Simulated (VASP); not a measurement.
Consider the following.

```yaml
crystal:
  lattice:
    - [3.11600, 0.00000, 0.00000]
    - [0.00000, 3.11600, 0.00000]
    - [0.00000, 0.00000, 3.11600]
  atoms:
    - { symbol: Pr, position: [0.00000, 0.00000, 0.00000] }
    - { symbol: N, position: [0.50000, 0.50000, 0.50000] }
```

Level of theory: PBEsol GGA, VASP's PBE PAW potentials (set 64) (plane waves; VASP). Settings: 600 eV cut-off, 12×12×12 Γ-centred mesh, first-order Methfessel-Paxton smearing of 0.10 eV, potentials Pr_3 N.

The 4f electrons are frozen in the core of the lanthanide potential, so 4f levels, which can set the real gap, and their magnetism are missing.

### Question
Estimate the energy per atom (σ→0), band gap (on the k-mesh) with the smallest direct gap where there is one.

### Answer

| Item | Result |
|---|---|
| band gap (on the k-mesh) | none (metal, semimetal or under 0.01 eV) |
| energy per atom (σ→0) | -7.568 eV/atom |

The absolute energy has meaning only against runs of the same code, potentials and settings.

The structure was generated: PrN was put into the CsCl type (Pm-3m), which need not be its known phase. It was relaxed first, which changed the volume by +7 %.
